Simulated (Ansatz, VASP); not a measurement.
# Two plane-wave programs on HgF6

```
Hg F
1.0
     0.00000    3.53909    3.53909
     3.53909    0.00000    3.53909
     3.53909    3.53909    0.00000
Hg F
1 6
Direct
  0.00000 0.00000 0.00000
  0.50000 0.50000 0.00000
  0.50000 0.00000 0.50000
  0.00000 0.00000 0.50000
  0.00000 0.50000 0.00000
  0.00000 0.50000 0.50000
  0.50000 0.00000 0.00000
```

Change from the starting cell: species swapped into the Zn6Mo type (Fm-3m, No. 225).

Alike in both runs: task relaxation of cell and atoms; functional PBE; k mesh 10 × 10 × 10; occupations gaussian, width 0.1 eV; no spin polarisation.

```csv
,VASP,Ansatz
version,VASP 6.6.1,Ansatz 0.2.0
potentials or method,"VASP PAW PBE potentials, release 64 (Hg, F)","scalar-relativistic, plane waves, PAW"
plane-wave cutoff (eV),600,420
valence electrons in the cell,54,62
```

|  | VASP | Ansatz | Ansatz less VASP |
| --- | --- | --- | --- |
| gap on the k mesh at the Fermi level, each at its own relaxed structure (eV) | none | none | - |
| relaxed volume (Å³/atom) | 12.69 | 12.71 | +0.017 |
| relaxed cell length with the largest relative difference (Å) | 5.009 | 5.011 | +0.0022 |

A gap of «none» marks a metal or a gap that the smearing closes. The two sets of potentials don't hold the same shells in valence.

Spin-orbit coupling is left out, which matters for the levels of Hg.
